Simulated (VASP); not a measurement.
# Al3InN4 (P-4m2) in VASP: a series of runs

Aim: see how the results for Al3InN4 move with the level of theory and the settings. Levels: PBE, r2SCAN. Tasks: relaxation of cell and atoms, single point.

Everything below comes from runs of VASP 6.6.1. Logs are shortened: lines on timing, memory, paths and dates and some standing lists are left out, and cuts for length are marked.

## 1. The structure

Symmetry: P-4m2, No. 115, tetragonal system. The conventional cell has a = 3.219 Å, b = 3.219 Å, c = 9.135 Å, α = 90.00°, β = 90.00°, γ = 90.00°. Al (site symmetry -4m2) is surrounded by 4 N at 1.92 Å. Al (site symmetry 2mm) has 4 N at 1.91 to 1.93 Å as nearest neighbours. In (site symmetry -4m2) is surrounded by 4 N at 2.15 Å. Around N (site symmetry 2mm) lie 4 Al at 1.92 to 1.93 Å. N (site symmetry 2mm) has 2 Al at 1.91 Å and 2 In at 2.15 Å as nearest neighbours.

The cell was built by a generator and needn't be a form met in nature.

## 2. Relaxation of cell and atoms, PBE

INCAR reads:

```
SYSTEM = Al3InN4
PREC = Accurate
ENCUT = 520
EDIFF = 1E-6
ISMEAR = 0
SIGMA = 0.03
LREAL = .False.
LASPH = .True.
NELM = 120
ALGO = Normal
ISIF = 3
LWAVE = .False.
LCHARG = .False.
GGA = PE
IBRION = 2
NSW = 90
EDIFFG = -0.01
KPAR = 4
```

KPOINTS reads:

```
regular mesh
0
Gamma
  8 8 4
  0 0 0
```

POSCAR reads:

```
Al3InN4
1.0
    3.2190000000      0.0000000000      0.0000000000
    0.0000000000      3.2190000000      0.0000000000
    0.0000000000      0.0000000000      9.1350000000
Al In N
3 1 4
Direct
    0.0000000000      0.0000000000      0.5000000000
    0.5000000000      0.5000000000      0.7313628900
    0.5000000000      0.5000000000      0.2686371100
    0.0000000000      0.0000000000      0.0000000000
    0.0000000000      0.5000000000      0.6154351400
    0.5000000000      0.0000000000      0.3845648600
    0.0000000000      0.5000000000      0.1557744900
    0.5000000000      0.0000000000      0.8442255100
```

Potentials or basis: VASP PAW PBE potentials, release 64 (Al, In_d, N).

Command:

```console
$ cat potpaw_PBE.64/Al/POTCAR potpaw_PBE.64/In_d/POTCAR potpaw_PBE.64/N/POTCAR > POTCAR
$ mpirun -np 4 vasp_std > vasp.out
```

OUTCAR:

```text
SYSTEM = Al3InN4
   PREC = Accurate
   ENCUT = 520
   EDIFF = 1E-6
   ISMEAR = 0
   LREAL = .False.
   LASPH = .True.
   NELM = 120
   ISIF = 3
   GGA = PE
   IBRION = 2
   NSW = 90
   EDIFFG = -0.01

 ion  position               nearest neighbor table
   1  0.000  0.000  0.500-   5 1.92   6 1.92   5 1.92   6 1.92   2 3.11   3 3.11   2 3.11   2 3.11
                             3 3.11   3 3.11   2 3.11   3 3.11
   2  0.500  0.500  0.731-   8 1.91   8 1.91   5 1.93   5 1.93   1 3.11   1 3.11   1 3.11   1 3.11
                             4 3.35   4 3.35   4 3.35   4 3.35
   3  0.500  0.500  0.269-   7 1.91   7 1.91   6 1.93   6 1.93   1 3.11   1 3.11   1 3.11   1 3.11
                             4 3.35   4 3.35   4 3.35   4 3.35
   4  0.000  0.000  0.000-   7 2.15   8 2.15   7 2.15   8 2.15   2 3.35   3 3.35   2 3.35   2 3.35
                             3 3.35   3 3.35   2 3.35   3 3.35
   5  0.000  0.500  0.615-   1 1.92   1 1.92   2 1.93   2 1.93
   6  0.500  0.000  0.385-   1 1.92   1 1.92   3 1.93   3 1.93
   7  0.000  0.500  0.156-   3 1.91   3 1.91   4 2.15   4 2.15
   8  0.500  0.000  0.844-   2 1.91   2 1.91   4 2.15   4 2.15

  LATTYP: Found a simple tetragonal cell.
 ALAT       =     3.2190000000
 C/A-ratio  =     2.8378378378

  Lattice vectors:

 A1 = (   3.2190000000,   0.0000000000,   0.0000000000)
 A2 = (   0.0000000000,   3.2190000000,   0.0000000000)
 A3 = (   0.0000000000,   0.0000000000,   9.1350000000)

Analysis of symmetry for initial positions (statically):
=====================================================================
 Subroutine PRICEL returns:
 Original cell was already a primitive cell.

 Routine SETGRP: Setting up the symmetry group for a
 simple tetragonal supercell.

 Subroutine GETGRP returns: Found  8 space group operations
 (whereof  8 operations were pure point group operations)
 out of a pool of 16 trial point group operations.

The static configuration has the point symmetry D_2d.

Analysis of symmetry for dynamics (positions and initial velocities):
=====================================================================
 Subroutine PRICEL returns:
 Original cell was already a primitive cell.

 Routine SETGRP: Setting up the symmetry group for a
 simple tetragonal supercell.

 Subroutine GETGRP returns: Found  8 space group operations
 (whereof  8 operations were pure point group operations)
 out of a pool of 16 trial point group operations.

The dynamic configuration has the point symmetry D_2d.

 Subroutine INISYM returns: Found  8 space group operations
 (whereof  8 operations are pure point group operations),
 and found     1 'primitive' translations

----------------------------------------------------------------------------------------

                                     Primitive cell

  volume of cell :      94.6565

  direct lattice vectors                    reciprocal lattice vectors
     3.219000000  0.000000000  0.000000000     0.310655483  0.000000000  0.000000000
     0.000000000  3.219000000  0.000000000     0.000000000  0.310655483  0.000000000
     0.000000000  0.000000000  9.135000000     0.000000000  0.000000000  0.109469075

  length of vectors
     3.219000000  3.219000000  9.135000000     0.310655483  0.310655483  0.109469075

  position of ions in fractional coordinates (direct lattice)
     0.000000000  0.000000000  0.500000000
     0.500000000  0.500000000  0.731362890
     0.500000000  0.500000000  0.268637110
     0.000000000  0.000000000  0.000000000
     0.000000000  0.500000000  0.615435140
     0.500000000  0.000000000  0.384564860
     0.000000000  0.500000000  0.155774490
     0.500000000  0.000000000  0.844225510

  ion indices of the primitive-cell ions
   primitive index   ion index
                 1           1
                 2           2
                 3           3
                 4           4
                 5           5
                 6           6
                 7           7
                 8           8

----------------------------------------------------------------------------------------

 KPOINTS: regular mesh

Automatic generation of k-mesh.
 Grid dimensions read from file:
 generate k-points for:    8    8    4

 Generating k-lattice:

  Cartesian coordinates                     Fractional coordinates (reciprocal lattice)
     0.038831935  0.000000000  0.000000000     0.125000000  0.000000000  0.000000000
     0.000000000  0.038831935  0.000000000     0.000000000  0.125000000  0.000000000
     0.000000000  0.000000000  0.027367269     0.000000000  0.000000000  0.250000000

  Length of vectors
     0.038831935  0.038831935  0.027367269

  Shift w.r.t. Gamma in fractional coordinates (k-lattice)
     0.000000000  0.000000000  0.000000000

 Subroutine IBZKPT returns following result:
 ===========================================

 Found     45 irreducible k-points:

 Following reciprocal coordinates:
            Coordinates               Weight
  0.000000  0.000000  0.000000      1.000000
  0.125000  0.000000  0.000000      4.000000
  0.250000  0.000000  0.000000      4.000000
  0.375000  0.000000  0.000000      4.000000
  0.500000  0.000000  0.000000      2.000000
  0.125000  0.125000  0.000000      4.000000
[... 16 lines left out ...]
  0.375000  0.125000  0.250000     16.000000
  0.500000  0.125000  0.250000      8.000000
 [... further k-points ...]
   k-points           NKPTS =     45   k-points in BZ     NKDIM =     45   number of bands    NBANDS=     26
   number of dos      NEDOS =    301   number of ions     NIONS =      8
   total plane-waves  NPLWV =  40320
   dimension x,y,z NGX =    24 NGY =   24 NGZ =   70
   dimension x,y,z NGXF=    48 NGYF=   48 NGZF=  140
   ions per type =               3   1   4
   NGX,Y,Z   is equivalent  to a cutoff of  12.39, 12.39, 12.74 a.u.
   NGXF,Y,Z  is equivalent  to a cutoff of  24.79, 24.79, 25.48 a.u.
 SYSTEM =  Al3InN4
   PREC   = accura    normal or accurate (medium, high low for compatibility)
   ISTART =      0    job   : 0-new  1-cont  2-samecut
   ICHARG =      2    charge: 1-file 2-atom 10-const
   ISPIN  =      1    spin polarized calculation?
   LNONCOLLINEAR =      F non collinear calculations
   LSORBIT =      F    spin-orbit coupling
   LASPH  =      T    aspherical Exc in radial PAW
   ENCUT  =  520.0 eV  38.22 Ry    6.18 a.u.   5.99  5.99 16.99*2*pi/ulx,y,z
   NELM   =    120;   NELMIN=  2; NELMDL= -5     # of ELM steps
   EDIFF  = 0.1E-05   stopping-criterion for ELM
   LREAL  =      F    real-space projection
   EDIFFG = -.1E-01   stopping-criterion for IOM
   NSW    =     90    number of steps for IOM
   IBRION =      2    ionic relax: 0-MD 1-quasi-New 2-CG
   NFREE  =      1    steps in history (QN), initial steepest desc. (CG)
   ISIF   =      3    stress and relaxation
   ISYM   =      2    0-nonsym 1-usesym 2-fastsym
   POTIM  = 0.5000    time-step for ionic-motion
   TEBEG  =    0.0;   TEEND  =   0.0 temperature during run
   PSTRESS=    0.0 pullay stress
   NELECT =      42.0000    total number of electrons
   NUPDOWN=      -1.0000    fix difference up-down
   EMIN   =  10.00;   EMAX   =-10.00  energy-range for DOS
   EFERMI =   0.00;   METHOD = LEGACY
   ISMEAR =     0;   SIGMA  =   0.03  broadening in eV -4-tet -1-fermi 0-gaus
   EFERMI_NEDOS =   21; number of points for ismear=-14 and -15
   IALGO  =     38    algorithm
   IMIX   =      4    mixing-type and parameters
     AMIX     =   0.40;   BMIX     =  1.00
     AMIX_MAG =   1.60;   BMIX_MAG =  1.00
  volume/ion in A,a.u.               =      11.83        79.85
  Fermi-wavevector in a.u.,A,eV,Ry     =   1.248651  2.359608 21.213245  1.559129
  Thomas-Fermi vector in A             =   2.382728
   LORBIT       =      0    0 simple, 1 ext, 2 COOP (PROOUT), +10 PAW based schemes
   GGA     = PE    functional components
   LHFCALC =     F    Hartree Fock is set to
   AEXX    =    0.0000 exact exchange contribution
   IVDW    =     0    specifies the selected vdW correction
   LEPSILON=     F    determine dielectric tensor
   LRPA    =     F    only Hartree local field effects (RPA)
 conjugate gradient relaxation of ions
 non-spin polarized calculation
 Gauss-broadening in eV      SIGMA  =   0.03
  energy-cutoff  :      520.00
  volume of cell :       94.66
 maximum number of plane-waves:      2588
 NGX is ok and might be reduce to    24
   NGX = 11   NGY = 11   NGZ = 33

--------------------------------------- Ionic step        1  -------------------------------------------

 number of electron      41.9999998 magnetization

 Free energy of the ion-electron system (eV)
  ---------------------------------------------------
  ext. energy  EPLUGINS =         0.00000000
  ---------------------------------------------------
  free energy    TOTEN  =       -54.82661472 eV

  energy without entropy =      -54.82661472  energy(sigma->0) =      -54.82661472

------------------------ aborting loop because EDIFF is reached ----------------------------------------

  FORCE on cell =-STRESS in cart. coord.  units (eV):
  Direction    XX          YY          ZZ          XY          YZ          ZX
  --------------------------------------------------------------------------------------
  -------------------------------------------------------------------------------------
  Total        0.0708991      0.0708991      0.0674958      0.0000000      0.0000000     -0.0000000
  in kB        1.2000535      1.2000535      1.1424497      0.0000000      0.0000000     -0.0000000
  external PRESSURE =       1.1808523 kB  Pullay stress =       0.0000000 kB
[... 69 lines left out ...]
  energy  without entropy=      -54.8266436542  energy(sigma->0) =      -54.82664365

--------------------------------------- Ionic step        3  -------------------------------------------

 number of electron      41.9999998 magnetization

 Free energy of the ion-electron system (eV)
  ---------------------------------------------------
  ext. energy  EPLUGINS =         0.00000000
  ---------------------------------------------------
  free energy    TOTEN  =       -54.82666983 eV

  energy without entropy =      -54.82666983  energy(sigma->0) =      -54.82666983

 E-fermi :   6.4376     XC(G=0): -10.8363

 val. band max:        6.2820099053   @ k =   0.0000   0.0000   0.0000
 cond. band min:       8.2207906280   @ k =   0.0000   0.0000   0.0000
 fundamental gap:      1.9387807227
 Fermi energy:         6.4376221418

 k-point     1 :       0.0000    0.0000    0.0000
  band No.  band energies     occupation
      1      -8.7345      2.00000
      2      -8.3467      2.00000
      3      -7.5752      2.00000
      4      -7.1145      2.00000
      5      -6.7230      2.00000
      6      -6.7101      2.00000
[... 685 lines left out ...]
     25      13.2009      0.00000
     26      13.9042      0.00000

 [... further k-points ...]
[... 5 lines left out ...]
  --------------------------------------------------------------------------------------
  -------------------------------------------------------------------------------------
  Total       -0.0014777     -0.0014777     -0.0012727      0.0000000      0.0000000      0.0000000
  in kB       -0.0249941     -0.0249941     -0.0215265      0.0000000      0.0000000      0.0000000
  external PRESSURE =      -0.0238382 kB  Pullay stress =       0.0000000 kB
[... 23 lines left out ...]
  FREE ENERGIE OF THE ION-ELECTRON SYSTEM (eV)
  ---------------------------------------------------
  free  energy   TOTEN  =       -54.8266698321 eV

  energy  without entropy=      -54.8266698321  energy(sigma->0) =      -54.82666983

 reached required accuracy - stopping structural energy minimisation
```

Run time: 45 s. Hardware: 4 MPI ranks of Intel Xeon Platinum 8488C (Sapphire Rapids), shared host; peak memory 0.26 GiB.

Results:

```
Free energy                            : -54.8267 eV
Relaxed volume                         : 11.84 Å³/atom
Relaxed cell                           : a = 3.220 Å, b = 3.220 Å, c = 9.137 Å, α = 90.00°, β = 90.00°, γ = 90.00°
Space group after relaxing (to 0.05 Å) : P-4m2 (No. 115)
Energy gained by relaxing              : 0.0 meV/atom
Ionic steps                            : 3
Pressure after relaxing                : 0.0 GPa
Largest force after relaxing           : 0.009 eV/Å
Band gap on the k mesh                 : 1.94 eV, direct
```

Forces on the atoms (eV/Å):
```
Al   0.000  0.000  0.000
Al   0.000  0.000  0.009
Al   0.000  0.000 -0.009
In   0.000  0.000  0.000
N    0.000  0.000  0.005
N    0.000  0.000 -0.005
N    0.000  0.000 -0.001
N    0.000  0.000  0.001
```

Final structure:
```xyz
8
Lattice="3.2198 0.0000 0.0000 0.0000 3.2198 0.0000 0.0000 0.0000 9.1372" Properties=species:S:1:pos:R:3 pbc="T T T"
Al    0.0000    0.0000    4.5686
Al    1.6099    1.6099    6.6822
Al    1.6099    1.6099    2.4550
In    0.0000    0.0000    0.0000
N     3.2198    1.6099    5.6241
N     1.6099    0.0000    3.5131
N     0.0000    1.6099    1.4229
N     1.6099    0.0000    7.7142
```

Caveat: spin-orbit coupling is left out, which moves the levels of the heavy elements.

## 3. Relaxation of cell and atoms, PBE

INCAR, as its differences from that of step 2:

```diff
@@ -3,3 +3,3 @@
 ENCUT = 520
-EDIFF = 1E-6
+EDIFF = 1E-7
 ISMEAR = 0
@@ -15,4 +15,5 @@
 IBRION = 2
-NSW = 90
-EDIFFG = -0.01
+NSW = 60
+EDIFFG = -0.005
+POTIM = 0.3
 KPAR = 4
```

KPOINTS is that of step 2.

POSCAR reads:

```
Al3InN4                                 
1.0
    3.2198104282      0.0000000000     -0.0000000000
    0.0000000000      3.2198104282      0.0000000000
   -0.0000000000      0.0000000000      9.1371894681
  Al              In              N             
     3     1     4
Direct
     0.0000000000000000    0.0000000000000000    0.5000000000000000
     0.5000000000000000    0.5000000000000000    0.7313230194093076
     0.5000000000000000    0.5000000000000000    0.2686769805906924
     0.0000000000000000    0.0000000000000000    0.0000000000000000
     1.0000000000000000    0.5000000000000000    0.6155128784363654
     0.5000000000000000    0.0000000000000000    0.3844871215636347
     0.0000000000000000    0.5000000000000000    0.1557311423220485
     0.5000000000000000    0.0000000000000000    0.8442688576779515
```

Potentials or basis: VASP PAW PBE potentials, release 64 (Al, In_d, N).

Command:

```console
$ cat potpaw_PBE.64/Al/POTCAR potpaw_PBE.64/In_d/POTCAR potpaw_PBE.64/N/POTCAR > POTCAR
$ mpirun -np 4 vasp_std > vasp.out
```

Wall time 55 s (4 MPI ranks of Intel Xeon Platinum 8488C (Sapphire Rapids), shared host); peak memory 0.25 GiB.

Results (log left out):

```
Free energy                  : -54.8267 eV
Energy gained by relaxing    : 0.0 meV/atom
Ionic steps                  : 4
Pressure after relaxing      : 0.0 GPa
Largest force after relaxing : 0.003 eV/Å
Band gap on the k mesh       : 1.94 eV, direct
```

Forces in eV/Å, atoms in the order of the input:
```
Al   0.000  0.000  0.000
Al   0.000  0.000 -0.002
Al   0.000  0.000  0.002
In   0.000  0.000  0.000
N    0.000  0.000  0.000
N    0.000  0.000  0.000
N    0.000  0.000 -0.003
N    0.000  0.000  0.003
```

Final structure:
```
CELL_PARAMETERS angstrom
3.21978 0.00000 0.00000
0.00000 3.21978 0.00000
0.00000 0.00000 9.13741
ATOMIC_POSITIONS crystal
Al 0.00000 0.00000 0.50000
Al 0.50000 0.50000 0.73142
Al 0.50000 0.50000 0.26858
In 0.00000 0.00000 0.00000
N 0.00000 0.50000 0.61559
N 0.50000 0.00000 0.38441
N 0.00000 0.50000 0.15569
N 0.50000 0.00000 0.84431
```

Levels at points of the mesh, in eV from the valence-band top:
| k point | band 17 | band 18 | band 19 | band 20 | band 21 | band 22 | band 23 | band 24 | band 25 | band 26 |
| --- | --- | --- | --- | --- | --- | --- | --- | --- | --- | --- |
| (0.00, 0.00, 0.00) | -1.12 | -1.12 | -0.57 | 0.00 | 0.00 | 1.94 | 3.42 | 5.01 | 5.06 | 7.25 |
| (0.50, 0.00, 0.00) | -1.18 | -1.17 | -0.84 | -0.70 | -0.07 | 4.44 | 4.78 | 6.81 | 7.42 | 7.57 |
| (0.50, 0.50, 0.00) | -2.99 | -2.23 | -2.03 | -2.03 | -1.87 | 2.97 | 2.97 | 5.76 | 5.76 | 6.14 |
| (0.00, 0.00, 0.50) | -1.64 | -0.83 | -0.83 | -0.11 | -0.11 | 2.78 | 3.69 | 3.84 | 4.87 | 7.64 |
| (0.50, 0.00, 0.50) | -1.42 | -1.21 | -1.17 | -1.17 | -0.07 | 4.63 | 4.94 | 6.85 | 7.07 | 7.69 |
| (0.50, 0.50, 0.50) | -2.58 | -2.49 | -2.44 | -2.44 | -2.35 | 4.04 | 4.04 | 4.35 | 4.35 | 6.38 |

Caveat: spin-orbit coupling is left out, which moves the levels of the heavy elements.

(Part 1 of 2 ends here.)
